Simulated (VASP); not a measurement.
Method: PBE GGA with D4 dispersion, VASP's PBE PAW potentials (set 64) (plane waves; VASP).

VASP ran on this input.

**INCAR**
```
SYSTEM = MgI2
PREC = Accurate
ENCUT = 520
EDIFF = 1E-7
NELM = 100
ALGO = Normal
LREAL = .FALSE.
LASPH = .TRUE.
ISMEAR = 0
SIGMA = 0.05
GGA = PE
IVDW = 13
LMAXMIX = 4
LWAVE = .FALSE.
LCHARG = .FALSE.
LORBIT = 11
ICHARG = 11
```

### POSCAR
```
MgI2
1.0
  2.0644670707  -3.5757614378   0.0000000000
  2.0644670707   3.5757614378   0.0000000000
  0.0000000000   0.0000000000   6.8826116328
Mg I
1 2
Cart
  4.1289341414   0.0000000000   6.8826116328
  2.0644670707   1.1919228631   1.6742797768
  2.0644670707  -1.1919228631   5.2083318560
```

File KPOINTS:
```
k-points along high-symmetry lines
10
Line-mode
Reciprocal
  0.000000   0.000000   0.000000 ! GAMMA
  0.500000   0.000000   0.000000 ! M

  0.500000   0.000000   0.000000 ! M
  0.333333   0.333333   0.000000 ! K

  0.333333   0.333333   0.000000 ! K
  0.000000   0.000000   0.000000 ! GAMMA

  0.000000   0.000000   0.000000 ! GAMMA
  0.000000   0.000000   0.500000 ! A

  0.000000   0.000000   0.500000 ! A
  0.500000   0.000000   0.500000 ! L

  0.500000   0.000000   0.500000 ! L
  0.333333   0.333333   0.500000 ! H

  0.333333   0.333333   0.500000 ! H
  0.000000   0.000000   0.500000 ! A

  0.500000   0.000000   0.500000 ! L
  0.500000   0.000000   0.000000 ! M

  0.333333   0.333333   0.500000 ! H
  0.333333   0.333333   0.000000 ! K
```

POTCAR, in this order: Mg I (PBE.64 set). Program: vasp_std. Read from the step before: CHGCAR.

The run wrote:

OSZICAR:
```
       N       E                     dE             d eps       ncg     rms          rms(c)
DAV:   1     0.803585372066E+02    0.80359E+02   -0.59584E+03  2160   0.105E+03
DAV:   2    -0.899447575183E+00   -0.81258E+02   -0.75019E+02  3108   0.153E+02
DAV:   3    -0.693310856861E+01   -0.60337E+01   -0.60031E+01  2696   0.486E+01
DAV:   4    -0.704907349530E+01   -0.11596E+00   -0.11594E+00  2892   0.837E+00
DAV:   5    -0.705094662173E+01   -0.18731E-02   -0.18731E-02  2692   0.105E+00
DAV:   6    -0.705102485328E+01   -0.78232E-04   -0.78231E-04  3112   0.180E-01
DAV:   7    -0.705102685523E+01   -0.20020E-05   -0.20019E-05  2664   0.236E-02
DAV:   8    -0.705102696732E+01   -0.11210E-06   -0.11207E-06  2272   0.466E-03
DAV:   9    -0.705102697365E+01   -0.63221E-08   -0.63410E-08  1980   0.118E-03
   1 F= -.79551929E+01 E0= -.79551929E+01  d E =-.191294E-15
```

### OUTCAR
```
 val. band max:        2.3687116772   @ k =   0.0000   0.0000   0.0000

 cond. band min:       5.9051140171   @ k =   0.5000   0.0000   0.3333



 k-point     1 :       0.0000    0.0000    0.0000
  band No.  band energies     occupation
      1      -9.7183      2.00000
      2      -9.0056      2.00000
      3      -1.2012      2.00000
      4       1.9688      2.00000
      5       1.9688      2.00000
      6       2.3477      2.00000
      7       2.3477      2.00000
      8       2.3687      2.00000
      9       6.1402      0.00000
     10       7.2043      0.00000
     11       9.1343      0.00000
     12       9.1343      0.00000

 k-point     2 :       0.0556    0.0000    0.0000
  band No.  band energies     occupation
      1      -9.7015      2.00000
      2      -8.9963      2.00000
      3      -1.1778      2.00000
      4       1.8259      2.00000
      5       1.9231      2.00000
      6       2.2146      2.00000
      7       2.3460      2.00000
      8       2.3598      2.00000
      9       6.2941      0.00000
     10       7.3472      0.00000
     11       8.9209      0.00000
     12       9.1883      0.00000

 k-point     3 :       0.1111    0.0000    0.0000
  band No.  band energies     occupation
      1      -9.6519      2.00000
      2      -8.9697      2.00000
      3      -1.1092      2.00000
      4       1.4501      2.00000
      5       1.8066      2.00000
      6       1.8842      2.00000
      7       2.3289      2.00000
      8       2.3296      2.00000
      9       6.6596      0.00000
     10       7.6820      0.00000
     11       8.5944      0.00000
     12       9.3311      0.00000

 k-point     4 :       0.1667    0.0000    0.0000
  band No.  band energies     occupation
      1      -9.5727      2.00000
      2      -8.9293      2.00000
      3      -1.0016      2.00000
      4       0.9545      2.00000
      5       1.4664      2.00000
      6       1.6536      2.00000
      7       2.2730      2.00000
...
```

The density is held fixed in this step, so its total energy and stress have no physical meaning. Unless said otherwise, spin-orbit coupling is left out, though it shifts the bands of the heavy elements here.

The compound is MgI2 in the 1T layered structure. It was relaxed first.
